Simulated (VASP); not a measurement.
FeCo (space group Pm-3m): computed properties

Computed with PBEsol GGA, VASP's PBE PAW potentials (set 64) (plane waves; VASP).

```json
{
 "space_group": "Pm-3m (221)",
 "cell": "a = b = c = 2.798 Å, α = β = γ = 90.00°",
 "volume_per_atom": "10.95 Å³/atom",
 "band gap (over mesh and band path)": "none (metal, semimetal or under 0.01 eV)",
 "cell_moment": "4.42 μB",
 "density": "8.70 g/cm³"
}
```

```cif
data_CoFe
_chemical_formula_sum 'Co1 Fe1'
_space_group_name_H-M_alt 'P 1'
_space_group_IT_number 1
_cell_length_a 2.79803
_cell_length_b 2.79803
_cell_length_c 2.79803
_cell_angle_alpha 90.000
_cell_angle_beta 90.000
_cell_angle_gamma 90.000
loop_
_space_group_symop_operation_xyz
  'x, y, z'
loop_
_atom_site_label
_atom_site_type_symbol
_atom_site_fract_x
_atom_site_fract_y
_atom_site_fract_z
_atom_site_occupancy
Co1 Co 0.00000 0.00000 0.00000 1
Fe1 Fe 0.50000 0.50000 0.50000 1
```
Starting moments (μB, in the order of the record's atoms Co Fe): 1.8 2.7.

The structure comes from a measured FeCo entry (Pm-3m) of the Crystallography Open Database, whose conditions weren't checked. It was relaxed first, which changed the volume by -6 %. Symmetry was kept, so distortions that lower it aren't found.
